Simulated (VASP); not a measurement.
A convergence study with VASP on CaO (rock salt): one setting is varied, all else stays as given below, so the limit is that of these other settings.

```yaml
crystal:
  lattice:
    - [0.00000, 2.40500, 2.40500]
    - [2.40500, 0.00000, 2.40500]
    - [2.40500, 2.40500, 0.00000]
  atoms:
    - { symbol: Ca, position: [0.00000, 0.00000, 0.00000] }
    - { symbol: O, position: [0.50000, 0.50000, 0.50000] }
```

All values below come from PBE GGA, VASP's PBE PAW potentials (set 64) (plane waves; VASP). The tightest run used: 700 eV cut-off, 15×15×15 Monkhorst-Pack mesh, Gaussian smearing of 0.050 eV, potentials Ca_sv O.

Q: The settings run are 1×1×1 mesh; 2×2×2 mesh; 3×3×3 mesh; 4×4×4 mesh; 5×5×5 mesh; 6×6×6 mesh; 7×7×7 mesh; 8×8×8 mesh; 9×9×9 mesh; 10×10×10 mesh; 11×11×11 mesh; 12×12×12 mesh; 13×13×13 mesh; 14×14×14 mesh; 15×15×15 mesh. From which on does the stress (every component) stay within 0.5 GPa of the tightest run?

A: From 3×3×3 mesh on: it is off by 0.23 there and by no more than 0.5 in any finer run, while 2×2×2 mesh is off by 0.98.
```json
[
 {"setting": "1×1×1 mesh", "E (eV/atom)": "-1.9667", "pressure (GPa)": "52.52", "irreducible k-points": "1", "difference judged (GPa)": "50.64"},
 {"setting": "2×2×2 mesh", "E (eV/atom)": "-6.4413", "pressure (GPa)": "0.89", "irreducible k-points": "2", "difference judged (GPa)": "0.98"},
 {"setting": "3×3×3 mesh", "E (eV/atom)": "-6.3882", "pressure (GPa)": "2.11", "irreducible k-points": "4", "difference judged (GPa)": "0.23"},
 {"setting": "4×4×4 mesh", "E (eV/atom)": "-6.4036", "pressure (GPa)": "1.87", "irreducible k-points": "10", "difference judged (GPa)": "0.01"},
 {"setting": "5×5×5 mesh", "E (eV/atom)": "-6.4031", "pressure (GPa)": "1.88", "irreducible k-points": "10", "difference judged (GPa)": "0.01"},
 {"setting": "6×6×6 mesh", "E (eV/atom)": "-6.4034", "pressure (GPa)": "1.87", "irreducible k-points": "28", "difference judged (GPa)": "0.00"},
 {"setting": "7×7×7 mesh", "E (eV/atom)": "-6.4034", "pressure (GPa)": "1.87", "irreducible k-points": "20", "difference judged (GPa)": "0.00"},
 {"setting": "8×8×8 mesh", "E (eV/atom)": "-6.4034", "pressure (GPa)": "1.87", "irreducible k-points": "60", "difference judged (GPa)": "0.00"},
 {"setting": "9×9×9 mesh", "E (eV/atom)": "-6.4034", "pressure (GPa)": "1.87", "irreducible k-points": "35", "difference judged (GPa)": "0.00"},
 {"setting": "10×10×10 mesh", "E (eV/atom)": "-6.4034", "pressure (GPa)": "1.87", "irreducible k-points": "110", "difference judged (GPa)": "0.00"},
 {"setting": "11×11×11 mesh", "E (eV/atom)": "-6.4034", "pressure (GPa)": "1.87", "irreducible k-points": "56", "difference judged (GPa)": "0.00"},
 {"setting": "12×12×12 mesh", "E (eV/atom)": "-6.4034", "pressure (GPa)": "1.87", "irreducible k-points": "182", "difference judged (GPa)": "0.00"},
 {"setting": "13×13×13 mesh", "E (eV/atom)": "-6.4034", "pressure (GPa)": "1.87", "irreducible k-points": "84", "difference judged (GPa)": "0.00"},
 {"setting": "14×14×14 mesh", "E (eV/atom)": "-6.4034", "pressure (GPa)": "1.87", "irreducible k-points": "280", "difference judged (GPa)": "0.00"},
 {"setting": "15×15×15 mesh", "E (eV/atom)": "-6.4034", "pressure (GPa)": "1.87", "irreducible k-points": "120", "difference judged (GPa)": "0.00"}
]
```

Left out are rungs that failed or repeat a setting and relaxations that didn't move; long series are thinned to 24 rows.

The compound is CaO in the rock salt structure. The cell was not relaxed at this level.
